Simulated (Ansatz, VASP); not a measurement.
# Cross-check of HfSi between VASP and Ansatz, part 2 of 2

Wanted: the spread between two codes on one cell, functional and k mesh. The cell is generated by rule, not measured, and may not be a known phase. The cell is taken from a series of runs on this material, whose earlier steps may have relaxed, scaled, displaced or heated it; both programs get it as it stands.

VASP 6.6.1 and Ansatz 0.2.0.

So far: The structure; VASP: zone-centre phonons, LDA.

**2. VASP: zone-centre phonons, LDA (continued)**

Level of this step: LDA; plane waves and PAW (Hf_pv, Si); invented cell (VASP).

Numbers of over 12 decimals in the logs are rounded to 6 here.

OUTCAR, selected parts (step 2):

```text
ion  position               nearest neighbor table
   1  0.287  0.713  0.000-   4 2.79   4 2.79   3 2.79   3 2.79   3 2.86   4 2.86   3 2.86   4 2.86
                             2 3.07   2 3.07   2 3.20
   2  0.713  0.287  0.000-   4 2.79   4 2.79   3 2.79   3 2.79   3 2.86   4 2.86   3 2.86   4 2.86
                             1 3.07   1 3.07   1 3.20
   3  0.204  0.204  0.500-   4 2.47   2 2.79   1 2.79   1 2.79   2 2.79   2 2.86   1 2.86   1 2.86
                             2 2.86
   4  0.796  0.796  0.500-   3 2.47   2 2.79   2 2.79   1 2.79   1 2.79   2 2.86   1 2.86   1 2.86
                             2 2.86

  LATTYP: Found a base centered orthorhombic cell.
 ALAT       =     6.0451242820
 B/A-ratio  =     1.2424270634
 C/A-ratio  =     0.4716728602

 Subroutine GETGRP returns: Found  8 space group operations
 (whereof  8 operations were pure point group operations)

The static configuration has the point symmetry D_2h.

 Found    147 irreducible k-points:

   k-points           NKPTS =    147   k-points in BZ     NKDIM =    147   number of bands    NBANDS=     20

   dimension x,y,z NGX =    36 NGY =   36 NGZ =   24
   dimension x,y,z NGXF=    72 NGYF=   72 NGZF=   48

   ENCUT  =  500.0 eV  36.75 Ry    6.06 a.u.   8.79  8.79  5.20*2*pi/ulx,y,z

   NELECT =      28.0000    total number of electrons

 k-points in reciprocal lattice and weights: Automatic mesh
   0.00000000  0.00000000  0.00000000       0.001
   0.12500000  0.00000000  0.00000000       0.005
   0.25000000  0.00000000  0.00000000       0.005
   0.37500000  0.00000000  0.00000000       0.005
   0.50000000  0.00000000  0.00000000       0.003
   0.12500000  0.12500000  0.00000000       0.003
   0.25000000  0.12500000  0.00000000       0.005
   0.37500000  0.12500000  0.00000000       0.005
   0.50000000  0.12500000  0.00000000       0.005
[...]
-0.37500000  0.37500000  0.50000000       0.003
   0.50000000  0.50000000  0.50000000       0.001

 average (electrostatic) potential at core
       1 -34.0554       2 -34.0554       3 -82.9727       4 -82.9727

  Total        0.1090368      0.1474558      0.0574099     -0.0000000      0.0000000      0.0000000
  in kB        2.6988968      3.6498482      1.4210195     -0.0000000      0.0000000      0.0000000
  external PRESSURE =       2.5899215 kB  Pullay stress =       0.0000000 kB

  energy-cutoff  :      500.00
  volume of cell :       64.73
      direct lattice vectors                 reciprocal lattice vectors
     3.022562141 -3.755313005  0.000000000     0.165422571 -0.133144694  0.000000000
     3.022562141  3.755313005  0.000000000     0.165422571  0.133144694  0.000000000
     0.000000000  0.000000000  2.851321060     0.000000000  0.000000000  0.350714626

 POSITION                                       TOTAL-FORCE (eV/Angst)
 -----------------------------------------------------------------------------------
      3.02256      1.59942      0.00000        -0.000000      0.007451     -0.000000
      3.02256     -1.59942      0.00000        -0.000000     -0.007451      0.000000
      1.23255      0.00000      1.42566        -0.013424      0.000000      0.000000
      4.81257      0.00000      1.42566         0.013424      0.000000     -0.000000
 -----------------------------------------------------------------------------------
    total drift:                                0.000000      0.000000     -0.000000

 Eigenvectors and eigenvalues of the dynamical matrix
 ----------------------------------------------------

   1 f  =   11.151635 THz    70.067786 2PiTHz  371.978488 cm-1    46.119434 meV
             X         Y         Z           dx          dy          dz
      3.022562  1.599424  0.000000     0.000000   -0.137646    0.000000
      3.022562 -1.599424  0.000000    -0.000000    0.137646    0.000000
      1.232555  0.000000  1.425661     0.693580    0.000000   -0.000000
      4.812569  0.000000  1.425661    -0.693580    0.000000    0.000000

   2 f  =    9.208902 THz    57.861237 2PiTHz  307.175900 cm-1    38.084941 meV
             X         Y         Z           dx          dy          dz
      3.022562  1.599424  0.000000    -0.213180   -0.000000   -0.000000
      3.022562 -1.599424  0.000000     0.213180   -0.000000    0.000000
      1.232555  0.000000  1.425661     0.000000    0.674206    0.000000
      4.812569  0.000000  1.425661    -0.000000   -0.674206   -0.000000

   3 f  =    8.849552 THz    55.603374 2PiTHz  295.189275 cm-1    36.598789 meV
             X         Y         Z           dx          dy          dz
      3.022562  1.599424  0.000000    -0.000000    0.260623    0.000000
      3.022562 -1.599424  0.000000     0.000000    0.260623    0.000000
      1.232555  0.000000  1.425661     0.000000   -0.657325    0.000000
      4.812569  0.000000  1.425661     0.000000   -0.657325    0.000000

   4 f  =    6.728797 THz    42.278280 2PiTHz  224.448519 cm-1    27.828057 meV
             X         Y         Z           dx          dy          dz
      3.022562  1.599424  0.000000     0.260910   -0.000000    0.000000
      3.022562 -1.599424  0.000000     0.260910    0.000000    0.000000
      1.232555  0.000000  1.425661    -0.657211    0.000000   -0.000000
      4.812569  0.000000  1.425661    -0.657211   -0.000000    0.000000

   5 f  =    5.241874 THz    32.935663 2PiTHz  174.850083 cm-1    21.678638 meV
             X         Y         Z           dx          dy          dz
      3.022562  1.599424  0.000000    -0.000000    0.000000    0.000000
      3.022562 -1.599424  0.000000    -0.000000   -0.000000    0.000000
      1.232555  0.000000  1.425661     0.000000    0.000000   -0.707107
      4.812569  0.000000  1.425661     0.000000   -0.000000    0.707107

   6 f  =    4.955157 THz    31.134171 2PiTHz  165.286256 cm-1    20.492875 meV
             X         Y         Z           dx          dy          dz
      3.022562  1.599424  0.000000    -0.000000    0.000000    0.260637
      3.022562 -1.599424  0.000000    -0.000000   -0.000000    0.260637
      1.232555  0.000000  1.425661     0.000000    0.000000   -0.657319
      4.812569  0.000000  1.425661     0.000000   -0.000000   -0.657319

   7 f  =    3.887519 THz    24.426000 2PiTHz  129.673665 cm-1    16.077478 meV
             X         Y         Z           dx          dy          dz
      3.022562  1.599424  0.000000    -0.674206   -0.000000   -0.000000
      3.022562 -1.599424  0.000000     0.674206    0.000000    0.000000
      1.232555  0.000000  1.425661    -0.000000   -0.213180   -0.000000
      4.812569  0.000000  1.425661    -0.000000    0.213180    0.000000

   8 f  =    3.162643 THz    19.871473 2PiTHz  105.494419 cm-1    13.079635 meV
             X         Y         Z           dx          dy          dz
      3.022562  1.599424  0.000000    -0.000000    0.693580   -0.000000
      3.022562 -1.599424  0.000000     0.000000   -0.693580    0.000000
      1.232555  0.000000  1.425661     0.137646   -0.000000    0.000000
      4.812569  0.000000  1.425661    -0.137646   -0.000000    0.000000

   9 f/i=    0.000670 THz     0.004207 2PiTHz    0.022334 cm-1     0.002769 meV
             X         Y         Z           dx          dy          dz
      3.022562  1.599424  0.000000    -0.000000    0.000000    0.657319
      3.022562 -1.599424  0.000000    -0.000000    0.000000    0.657319
      1.232555  0.000000  1.425661    -0.000000    0.000000    0.260637
      4.812569  0.000000  1.425661    -0.000000    0.000000    0.260637

  10 f/i=    0.001383 THz     0.008687 2PiTHz    0.046117 cm-1     0.005718 meV
             X         Y         Z           dx          dy          dz
      3.022562  1.599424  0.000000    -0.000000   -0.657325    0.000000
      3.022562 -1.599424  0.000000    -0.000000   -0.657325    0.000000
      1.232555  0.000000  1.425661    -0.000000   -0.260623    0.000000
      4.812569  0.000000  1.425661    -0.000000   -0.260623    0.000000

  11 f/i=    0.001894 THz     0.011899 2PiTHz    0.063170 cm-1     0.007832 meV
             X         Y         Z           dx          dy          dz
      3.022562  1.599424  0.000000     0.657211   -0.000000    0.000000
      3.022562 -1.599424  0.000000     0.657211   -0.000000    0.000000
      1.232555  0.000000  1.425661     0.260910   -0.000000    0.000000
      4.812569  0.000000  1.425661     0.260910   -0.000000    0.000000

  12 f/i=    1.233670 THz     7.751380 2PiTHz   41.150816 cm-1     5.102049 meV
             X         Y         Z           dx          dy          dz
      3.022562  1.599424  0.000000     0.000000    0.000000   -0.707107
      3.022562 -1.599424  0.000000     0.000000    0.000000    0.707107
      1.232555  0.000000  1.425661     0.000000   -0.000000   -0.000000
      4.812569  0.000000  1.425661     0.000000    0.000000    0.000000

 ELASTIC MODULI CONTR FROM IONIC RELAXATION (kBar)
 Direction    XX          YY          ZZ          XY          YZ          ZX
 --------------------------------------------------------------------------------
 XX        -174.8527     78.0935    146.7684     -0.0000      0.0000     -0.0000
 YY          78.0935    -53.5744    -58.5456      0.0000     -0.0000      0.0000
 ZZ         146.7684    -58.5456   -125.8193      0.0000     -0.0000      0.0000
 XY          -0.0000      0.0000      0.0000     -3.1523      0.0000     -0.0000
 YZ           0.0000     -0.0000     -0.0000      0.0000      0.0000      0.0000
 ZX          -0.0000      0.0000      0.0000     -0.0000      0.0000    -12.9606
 --------------------------------------------------------------------------------
```

Harder data sets than Hf_pv exist (the GW ones), and pressures, volumes and forces can shift noticeably with them.

**3. Ansatz: zone-centre phonons, LDA**

Ansatz runs on its default PAW (the set named soft_2) files.

The same cell, functional (in two slightly different forms), mesh and smearing now go to Ansatz, which takes its cutoff from its data sets.

input.yaml reads:

```yaml
crystal:
  lattice:
    - [3.022562141, -3.7553130047, 0.0]
    - [3.022562141, 3.7553130047, 0.0]
    - [0.0, 0.0, 2.8513210601]
  atoms:
    - { symbol: Hf, position: [0.2870451529, 0.7129548471, 0.0] }
    - { symbol: Hf, position: [0.7129548471, 0.2870451529, 0.0] }
    - { symbol: Si, position: [0.2038924096, 0.2038924096, 0.5] }
    - { symbol: Si, position: [0.7961075904, 0.7961075904, 0.5] }
kpoints:
  mp_grid: { grid: [8, 8, 12] }
hamiltonian:
  xc: lda
scf:
  occupations: { method: methfessel_paxton, width: 0.15 }
output:
  eigenvalues: true
phonons:
  method: dfpt
```

Run with:

```console
$ ansatz run input.yaml --threads 4 --pin off --max-ram 7168MiB --backend cpu --events-out ev --progress --plain --runs-dir out
```

Output:

```text
zone centre: on kpoints.mp_grid the ground state, and the responses unless they are solved on pairs of k-points, stand on 238 of the mesh's 768 k-points, reduced under 2 symmetry operations, with k and −k counted as one. Each operation leaves every solved displacement unchanged or reverses it
Engine: ansatz 0.2.0, aarch64-unknown-linux-gnu
Pseudopotentials: kind: paw
Pseudopotential: Hf, paw, valence charge 26, recommended cutoff 420 eV (normal), Hf.paw.azcp
Pseudopotential: Si, paw, valence charge 4, recommended cutoff 420 eV (normal), Si.paw.azcp
Functional definition: SPW92
  exchange = slater_x
  correlation = pw_c
Crystal: 4 atoms, lattice volume = 64.729 Å³
Basis set: ecut = 420 eV, 1275 PW (Γ), exchange–correlation on 72×72×40 points (8 copies of the dense FFT grid, shifted against one another)
Bands: 36, of which v1, the nominal top of the filled ones, is band 30 counted from 1 (29 counted from 0)
Symmetry: 8 space group operations
k-points: 238 of 768 (irreducible under 2 space group operations, time reversal used)
Non-local potential: Hf, projectors of the file, l = 0: 3, l = 1: 2, l = 2: 2, l = 3: 3
Non-local potential: Si, projectors of the file, l = 0: 2, l = 1: 2, l = 2: 2
PAW form: soft (Blöchl's): semilocal exchange-correlation on the pseudo side does not see the compensation charge
PAW frozen core: Hf, regenerated for the run's functional, and the local potential with it (the file was generated under x = pbe(κ = 0.804, μ = 0.219515), c = pbe(β = 0.066725))
PAW frozen core: Si, regenerated for the run's functional, and the local potential with it (the file was generated under x = pbe(κ = 0.804, μ = 0.219515), c = pbe(β = 0.066725))
PAW one-centre angular grid: Hf, 590 points (default); XC on 64 Gauss nodes
PAW one-centre angular grid: Si, 110 points (default); XC on 64 Gauss nodes
Initial density: superposition of atomic densities (neutral atoms: chi_scale 0, normalization atom), corrected by the library's trained network
Initial wavefunctions: pseudopotential atomic-orbital guess
Functional: x = slater, c = lda
SCF iter   1: F=—  HF=-32173.209807 eV  |F-HF|=—  |Δ(HF+E_count)|=         —  Δρ=6.80e-3  dr2=2.86e-2  ethr=1.77e-3  ⟨swp⟩=5.4  Hψ=30982  notcnv=0
preconditioner: auto → Kerker (q_TF=auto, 2.694 Å⁻¹)  [metal: Δε(μ)=0.008 eV  Ē_g=15.956 eV  σ=0.150 eV  W_gap=0.04  n_scr=22 (ndim 8)  ℏωp=34.5 eV  f_vac=0.000  D(μ)=1.57/eV (n_scr^D=8)]
SCF iter   2: F=—  HF=-32173.205506 eV  |F-HF|=—  |Δ(HF+E_count)|=   4.30e-3  S|Δr|=    0.00e0  Δρ=4.07e-3  dr2=9.75e-3  ethr=4.77e-5  ⟨swp⟩=1.9  Hψ=13117  notcnv=0
SCF iter   3: F=—  HF=-32173.204710 eV  |F-HF|=—  |Δ(HF+E_count)|=   7.96e-4  S|Δr|=    0.00e0  Δρ=1.33e-3  dr2=1.43e-3  ethr=1.62e-5  ⟨swp⟩=2.0  Hψ=13344  notcnv=0
SCF iter   4: F=—  HF=-32173.203120 eV  |F-HF|=—  |Δ(HF+E_count)|=   1.59e-3  S|Δr|=    0.00e0  Δρ=4.34e-4  dr2=9.45e-5  ethr=2.38e-6  ⟨swp⟩=2.0  Hψ=15495  notcnv=0
SCF iter   5: F=—  HF=-32173.203088 eV  |F-HF|=—  |Δ(HF+E_count)|=   3.18e-5  S|Δr|=    0.00e0  Δρ=7.86e-5  dr2=5.92e-6  ethr=1.57e-7  ⟨swp⟩=2.0  Hψ=15482  notcnv=0
SCF iter   6: F=—  HF=-32173.203088 eV  |F-HF|=—  |Δ(HF+E_count)|=   1.85e-7  S|Δr|=    0.00e0  Δρ=2.55e-5  dr2=4.61e-7  ethr=9.87e-9  ⟨swp⟩=2.0  Hψ=15491  notcnv=0
SCF iter   7: F=—  HF=-32173.203087 eV  |F-HF|=—  |Δ(HF+E_count)|=   1.07e-6  S|Δr|=    0.00e0  Δρ=9.60e-6  dr2=7.56e-8  ethr=7.68e-10  ⟨swp⟩=2.0  Hψ=15490  notcnv=0
SCF iter   8: F=—  HF=-32173.203087 eV  |F-HF|=—  |Δ(HF+E_count)|=   4.75e-8  S|Δr|=    0.00e0  Δρ=2.27e-6  dr2=6.40e-9  ethr=1.26e-10  ⟨swp⟩=2.0  Hψ=15475  notcnv=0
SCF iter   9: F=—  HF=-32173.203087 eV  |F-HF|=—  |Δ(HF+E_count)|=   1.60e-9  S|Δr|=    0.00e0  Δρ=5.28e-7  dr2=3.61e-10  ethr=1.07e-11  ⟨swp⟩=2.0  Hψ=9958  notcnv=0
SCF iter  10: F=-32173.203087 eV  HF=-32173.203087 eV  |F-HF|=7.28e-12  |Δ(HF+E_count)|=  1.02e-10  S|Δr|=    0.00e0  Δρ=6.40e-8  dr2=4.71e-12  ethr=1.00e-12  ⟨swp⟩=8.3  Hψ=48975  notcnv=0
the search or the solves at the SCF's close seem to have found levels that the self-consistency loop had missed (the run counts 1). By its estimate they hold under 1e-12 electrons; where the run keeps them, the occupations were computed again with them
SCF 1 converged in 10 iterations: F = -32173.203087 eV  dr2 = 4.71e-12
  greatest PAW one-centre occupation: 0.998 electrons in one spin orbital (limit 2), on the Hf atom at site 1 (counted from 0), in its partial waves of l = 3
DFPT response loops at Γ: preconditioner auto → Kerker (q_TF=auto, 2.694 Å⁻¹) (partly filled bands, converged f_vac=0.000); β = 1.00, the filter's whole step (`scf.mixing.beta` (0.50) is not read by the response loops under this deck's `scf.mixing.preconditioner`; to damp them name `kerker` or `kerker_dos`, under which they read `scf.mixing.beta`, and type it under 1.00, their step now; both keys bind the ground state too); Broyden in place of MSR1
SCF converged after 10 iterations
Stability not checked: this state was not tested for a lower state beside it, because cold or Methfessel-Paxton smearing, or corrected tetrahedra, fill the levels in a way that the test cannot read (fill_not_monotonic; see scf.lower_state_search)
Free energy (F): -32173.203087 eV
Harris-Foulkes:  -32173.203087 eV  (|F-HF|=7.28e-12)
Internal energy: -32173.204069 eV  (E = F + TS)
E sigma→0 (E₀):  -32173.203332 eV
Entropy (-TS):   0.000982 eV (0.246 meV/atom)
Fermi energy:    18.555889 eV
--- Per-component energies (eV) ---
  E_band       = 102.949113
  E_kinetic    = 944.342971
  E_local      = -11769.966219  (includes V_loc(G=0)·N_el)
  E_nonlocal   = -2412.094918
  E_hartree    = 5578.261088
  E_xc         = -711.215248
  E_vxc        = -636.005215  (∫ρ·V_xc dr)
  E_paw        = -14345.027009  (= ΣΔE_a)
  E_vpaw       = 2820.150337  (= ΣTr[D̂ρ^β])
  E_aug_tail   = 0.000008  (compensation charges beyond the density's cutoff)
  E_ewald      = -9462.587889
  E_core_change = 5.083147  (= ΣΔE_core)
  E_smearing   = 0.000982  (= −TS)
  E_closure    = 0.000000  (closes the sum)
  Σ components = -32173.203087   (vs F -32173.203087, Δ=0.00e0)
--- Band table (eV; the first three rows and the last of 238) ---
  k-point 0: bands = [... 26 lower, 15.7981, 16.1495, 16.5814, 16.7908, 21.4892, 21.6983, 21.8163, 22.0380, ... 2 higher]
  k-point 1: bands = [... 26 lower, 15.6684, 16.2271, 16.6625, 16.9531, 21.1893, 21.5660, 21.6621, 22.0628, ... 2 higher]
  k-point 2: bands = [... 26 lower, 15.8171, 16.3785, 16.7203, 17.6544, 20.4369, 20.8626, 20.9659, 21.1118, ... 2 higher]
  k-point 237: bands = [... 26 lower, 15.5696, 15.6478, 16.2209, 17.0515, 18.8598, 19.0678, 19.4798, 20.5177, ... 2 higher]
--- Phonons (Γ-DFPT): 6 representative perturbations + reference, on 238 of 768 k-points (Σ response iterations 20) ---
  k mesh reduced under 2 symmetry operations, with k and −k counted as one. Each operation leaves every solved displacement unchanged or reverses it
  ASR residual: 4.444e-5 → 0.000e0 eV/Å²; symmetrization residual: 4.130e-6 eV/Å²
  ASR residual per site (eV/Å²): 4.44e-5 4.44e-5 2.08e-5 2.08e-5
  Γ frequencies (cm⁻¹): -42.05 0.00 0.00 0.00 105.18 129.29 162.67 171.91 222.43 293.41 305.42 371.12
  non-analytic LO–TO correction: not included (Born effective charges unavailable; polar crystals: no LO–TO splitting at Γ)
```

Reading the cycles: dr2 is the Hartree energy of the density residual (eV), the measure of convergence; HF is the Harris–Foulkes estimate of the energy, which meets the free energy F at convergence.

**4. Side by side**

Known differences besides the potentials themselves: the two LDA forms differ slightly; the data sets hold 60 valence electrons in Ansatz (on its default PAW (the set named soft_2) files) and 28 in VASP; the cutoff is 420 eV in Ansatz and 500 eV in VASP; VASP's log shows a relativistic correction to its local exchange, Ansatz's none. Total energies have different zeros and are not compared.

Both answers:

```csv
quantity,Ansatz,VASP,difference
"optical mode 1 (imaginary, printed as negative) (cm⁻¹)",-42.0,-41.2,-0.9
optical mode 2 (cm⁻¹),105.2,105.5,-0.30 %
optical mode 3 (cm⁻¹),129.3,129.7,-0.30 %
optical mode 4 (cm⁻¹),162.7,165.3,-1.58 %
optical mode 5 (cm⁻¹),171.9,174.9,-1.68 %
optical mode 6 (cm⁻¹),222.4,224.4,-0.90 %
optical mode 7 (cm⁻¹),293.4,295.2,-0.60 %
optical mode 8 (cm⁻¹),305.4,307.2,-0.57 %
optical mode 9 (cm⁻¹),371.1,372.0,-0.23 %
```

Modes are paired by rising frequency, not by their patterns, so a pair may set unlike modes beside each other; they are those without the splitting of longitudinal modes.

**5. Outcome**

```yaml
r_m_s_difference_of_the_optical_zone_centre_modes_each_program_s_sorted_by_frequency_zone_centre_phonons_lda: 1.8 cm⁻¹
difference_in_optical_mode_5_zone_centre_phonons_lda: -1.7 %
```

The r.m.s. difference of the optical zone-centre modes, each program's sorted by frequency is 1.8 cm⁻¹ (zone-centre phonons, LDA). The data sets hold unlike numbers of valence electrons (60 in Ansatz and 28 in VASP), so part of the differences comes from the potentials. Among the rows given in per cent, the largest difference of the zone-centre phonons, LDA pair is in optical mode 5, -1.7 %. Such differences can come from data sets, numerical settings and the points named under the comparisons, not from the functional's error against experiment.

[Lines on the potential files, build, host, timing and source positions are cut from VASP's logs without a mark.]

[Logs are printed without paths, hosts, clocks, repeated set-up lines and the standing remarks that a program may print on its own settings, such as how far it seeks lower states.]

[Hosts, paths, dates, database ids (printed as entryN), source tags and the programs' standing remarks are cut or masked in the printed files.]
